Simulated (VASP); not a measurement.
All values below come from optB88-vdW, VASP's PBE PAW potentials (set 64) (plane waves; VASP).

VASP input:

File KPOINTS:
```
kpoints
0
gamma
 9 9 9
```

### INCAR
```
! general
SYSTEM  =InAs
PREC    =Accurate
ENCUT   =520   ! plane-wave cut-off (eV)
LREAL   =.False.
LASPH   =.True.   ! aspherical one-centre terms

! electronic loop
EDIFF   =1E-6
NELM    =100   ! most electronic steps
ALGO    =Normal
LMAXMIX =4   ! l cut-off of mixed one-centre charges

! smearing
ISMEAR  =1
SIGMA   =0.1   ! width (eV)

! functional
GGA     =BO
LUSE_VDW=.True.
AGGAC   =0.0
PARAM1  =0.1833333333
PARAM2  =0.22

! ions
IBRION  =2   ! conjugate gradients
NSW     =60   ! most ionic steps
ISIF    =3   ! ions, shape and volume
EDIFFG  =-0.01   ! ionic stop

! output
LWAVE   =.False.
LCHARG  =.False.
```

**POSCAR**
```
InAs
1
   -0.0000000000     3.0896461560     3.0896461560
    3.0896461560    -0.0000000000     3.0896461560
    3.0896461560     3.0896461560     0.0000000000
In As
1 1
Direct
  0.0000000000   0.0000000000   0.0000000000
  0.2500000000   0.2500000000   0.2500000000
```

POTCAR, in this order: In_d As (PBE.64 set). Program: vasp_std.

Unless said otherwise, spin-orbit coupling is left out, though it shifts the bands of the heavy elements here.

Q: Predict the energy per atom (σ→0), band gap (on the k-mesh).

A: 
| Quantity | Result |
|---|---|
| energy per atom (σ→0) | -1.435 eV/atom |
| band gap (on the k-mesh) | none (metal, semimetal or under 0.01 eV) |

File OSZICAR:
```
...
DAV:   7    -0.286916996132E+01    0.21552E-01   -0.13638E-01  1230   0.299E+00    0.656E-01
DAV:   8    -0.286892558932E+01    0.24437E-03   -0.10691E-02  1098   0.149E+00    0.177E-01
DAV:   9    -0.286917634670E+01   -0.25076E-03   -0.10518E-03  1025   0.464E-01    0.112E-01
DAV:  10    -0.286922084421E+01   -0.44498E-04   -0.13338E-04  1412   0.150E-01    0.735E-02
DAV:  11    -0.286923365903E+01   -0.12815E-04   -0.68131E-05   943   0.120E-01    0.682E-02
DAV:  12    -0.286923407331E+01   -0.41428E-06   -0.13891E-05   963   0.313E-02    0.840E-03
DAV:  13    -0.286923411106E+01   -0.37748E-07   -0.13232E-06   810   0.775E-03
   1 F= -.28692341E+01 E0= -.28693412E+01  d E =-.286923E+01
```

The compound is InAs in the zinc blende structure. It was relaxed first, which changed the volume by +6 %. The start is the result of an earlier pass.
